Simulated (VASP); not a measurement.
ScInTeSe, 4 atoms in the cell. It takes space group P4/mmm (No. 123, tetragonal). Conventional cell: a = 4.706 Å, b = 4.706 Å, c = 5.815 Å, α = 90.00°, β = 90.00°, γ = 90.00°. Sc (site symmetry 4/mmm) is surrounded by 2 Te at 2.91 Å and 4 Se at 3.33 Å. Around In (site symmetry 4/mmm) lie 2 Se at 2.91 Å and 4 Te at 3.33 Å. Te (site symmetry 4/mmm) is surrounded by 2 Sc at 2.91 Å and 4 In at 3.33 Å. Around Se (site symmetry 4/mmm) lie 2 In at 2.91 Å and 4 Sc at 3.33 Å. The cell was built by a generator and needn't be a form met in nature.

- Program: VASP 6.6.1
- Task: relaxation of cell and atoms
- Functional: PBE
- Potentials or basis: VASP PAW PBE potentials, release 64 (Sc_sv, In_d, Te, Se)
- Cutoff: 520 eV
- k mesh: 3 × 3 × 3
- Occupations: gaussian, width 0.15 eV
- Spin: no spin polarisation
- Further INCAR settings: PREC = Normal; ALGO = Fast; EDIFF = 0.0001; IBRION = 2; EDIFFG = -0.08; NSW = 24; ISIF = 3

Potentials or basis: VASP PAW PBE potentials, release 64 (Sc_sv, In_d, Te, Se).

Launch:

```console
$ cat potpaw_PBE.64/Sc_sv/POTCAR potpaw_PBE.64/In_d/POTCAR potpaw_PBE.64/Te/POTCAR potpaw_PBE.64/Se/POTCAR > POTCAR
$ mpirun -np 1 vasp_std > vasp.out
```

Hardware: 1 thread of Intel(R) Xeon(R) 6975P-C (Granite Rapids), on a shared host.

**Question.** How long does it take, and how much memory?

**Answer.** Wall time 70 s on 1 thread of Intel(R) Xeon(R) 6975P-C (Granite Rapids), on a shared host, peak memory 0.18 GiB. Counts: scf iterations 117, k points 6, ion steps 12.
